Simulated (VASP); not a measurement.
Here is the system:

```xyz
2
Lattice="0.0000 3.3347 3.3347 3.3347 0.0000 3.3347 3.3347 3.3347 0.0000" Properties=species:S:1:pos:R:3 pbc="T T T"
Hg     0.0000     0.0000     0.0000
Te     1.6674     1.6674     1.6674
```

Level of theory: LDA (Ceperley-Alder, Perdew-Zunger), VASP's LDA PAW potentials (set 64) (plane waves; VASP 6.6.1). Numerical set-up: EDIFF = 1E-04, 210 eV cut-off, 8×8×8 Γ-centred mesh, Gaussian smearing of 0.20 eV, potentials Hg Te.

At this cut-off the stress carries a Pulay error, which pulls relaxed volumes low.  Energy and stress use the plane-wave basis of the starting cell.

Problem. The ions, cell shape and volume are relaxed. What does this cell relax into?

Solution. 
```xyz
2
Lattice="0.0000 3.1966 3.1966 3.1966 0.0000 3.1966 3.1966 3.1966 0.0000" Properties=species:S:1:pos:R:3 pbc="T T T"
Hg     0.0000     0.0000     0.0000
Te     1.5983     1.5983     1.5983
```
Space group F-43m (216), at a tolerance of 0.03 Å.

Problem. How do energy and volume change from the first to the last step?

Solution. The energy (σ→0) changes by -114.3 meV/atom and the volume by -11.9 %, in 11 ionic steps.

```
step  E(σ→0) (eV)  max force (eV/Å)  pressure (GPa)  volume (Å³)
----  -----------  ----------------  --------------  -----------
1         -4.9087             0.000           -7.93        74.17
2         -4.8009             0.000           13.00        56.15
3         -5.1372             0.000           -0.28        65.60
4         -5.1374             0.000           -0.14        65.35
5         -5.1372             0.000            0.11        65.12
6         -5.1374             0.000            0.14        65.32
7         -5.1364             0.000           -0.55        65.90
8         -5.1374             0.000           -0.10        65.44
9         -5.1374             0.000           -0.24        65.39
10        -5.1374             0.000           -0.17        65.34
11        -5.1374             0.000           -0.04        65.33
```

The structure comes from a computed database's HgTe entry; how it stands against other phases isn't given here. This run relaxes it. Symmetry was kept, so distortions that lower it aren't found. The run is one of a series of settings (EDIFF = 1E-04, EDIFFG = -0.01, ENCUT = 210, IBRION = 2, ISIF = 3, NSW = 50, SIGMA = 0.2, KPOINTS 8×8×8 Γ-centred mesh against the base run), some of them coarse on purpose.
